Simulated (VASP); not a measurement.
```
Li2S
1.0
    0.00000     2.78387     2.78387
    2.78387     0.00000     2.78387
    2.78387     2.78387     0.00000
Li S
2 1
Direct
  0.25000   0.25000   0.25000
  0.75000   0.75000   0.75000
  0.00000   0.00000   0.00000
```

All values below come from LDA (Ceperley-Alder, Perdew-Zunger), VASP's LDA PAW potentials (set 64) (plane waves; VASP 6.6.1). Run with 650 eV cut-off, 6×6×6 Γ-centred mesh, Gaussian smearing of 0.050 eV, potentials Li_sv S.

### Question
Give the elastic stiffness tensor with the ions relaxed (GPa, in the frame of the cell).

### Answer

```json
[
 {"": "xx", "xx": "92.3", "yy": "22.7", "zz": "22.7", "yz": "0.0", "xz": "0.0", "xy": "0.0"},
 {"": "yy", "xx": "22.7", "yy": "92.3", "zz": "22.7", "yz": "0.0", "xz": "0.0", "xy": "0.0"},
 {"": "zz", "xx": "22.7", "yy": "22.7", "zz": "92.3", "yz": "0.0", "xz": "0.0", "xy": "0.0"},
 {"": "yz", "xx": "0.0", "yy": "0.0", "zz": "0.0", "yz": "37.7", "xz": "0.0", "xy": "0.0"},
 {"": "xz", "xx": "0.0", "yy": "0.0", "zz": "0.0", "yz": "0.0", "xz": "37.7", "xy": "0.0"},
 {"": "xy", "xx": "0.0", "yy": "0.0", "zz": "0.0", "yz": "0.0", "xz": "0.0", "xy": "37.7"}
]
```

### Question
Estimate the Hill bulk modulus, Hill shear modulus, Young's modulus, Poisson's ratio.

### Answer

```yaml
hill_bulk_modulus: 45.9 GPa
hill_shear_modulus: 36.5 GPa
Young's modulus: 866 kbar
Poisson's ratio: 0.186
```

The compound is Li2S in the antifluorite structure. It was relaxed first, which changed the volume by -8 %.
